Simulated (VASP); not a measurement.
Input for VASP

POSCAR:
```
ZrS2
18.730
  0.1954084357   0.0000000000   0.0000000000
 -0.0977042178   0.1692286706   0.0000000000
  0.0000000000   0.0000000000   1.0000000000
Zr S
2 4
direct
  0.0000000000   0.0000000000   0.3446340000
  0.0000000000   0.0000000000   0.6553660000
  0.3333330000   0.6666670000   0.4223170000
  0.6666670000   0.3333330000   0.2669510000
  0.3333330000   0.6666670000   0.7330490000
  0.6666670000   0.3333330000   0.5776830000
```

INCAR:
```
LMAXMIX=4
ALGO=Normal   # blocked Davidson
ISMEAR=0   # Gaussian
ISIF=2   # forces and stress, cell fixed
NELM=100
LWAVE=.FALSE.
GGA=PE   # PBE
EDIFF=1E-6   # SCF stop (eV)
SYSTEM=ZrS2
LREAL=.FALSE.   # projection in real space or not
SIGMA=0.1   # width (eV)
ENCUT=300   # plane-wave cut-off (eV)
PREC=Accurate
LASPH=.TRUE.   # aspherical one-centre terms
LCHARG=.FALSE.
```

**KPOINTS**
```
Automatic
0
gamma
 5 5 1
0 0 0
```

POTCAR, in this order: Zr_sv S (PBE.64 set). Program: vasp_std.

Translate this PBE calculation to Ansatz.

One equivalent input (not run):
Ansatz 0.2 input:
```yaml
crystal:
  lattice:
    - [3.6600000, 0.0000000, 0.0000000]
    - [-1.8300000, 3.1696530, 0.0000000]
    - [0.0000000, 0.0000000, 18.7300000]
  atoms:
    - { symbol: Zr, position: [0.0000000, 0.0000000, 0.3446340] }
    - { symbol: Zr, position: [0.0000000, 0.0000000, 0.6553660] }
    - { symbol: S, position: [0.3333330, 0.6666670, 0.4223170] }
    - { symbol: S, position: [0.6666670, 0.3333330, 0.2669510] }
    - { symbol: S, position: [0.3333330, 0.6666670, 0.7330490] }
    - { symbol: S, position: [0.6666670, 0.3333330, 0.5776830] }
kpoints:
  mp_grid: { grid: [5, 5, 1] }
hamiltonian:
  xc: pbe
  pseudopotentials: { kind: paw }
scf:
  occupations: { method: gaussian, width: 0.1 }
  max_iter: 100
output: { forces: true, stress: true, eigenvalues: true }
```
Limits of the translation: each code has its own PAW files, so the cut-off isn't converted (ENCUT is set for VASP's; basis.ecutwfc is left out, and Ansatz then takes the one that its files recommend); Ansatz stops its SCF on the density residual and VASP on the energy change (EDIFF).

The cell is a sheet with vacuum, built from a generated structure.
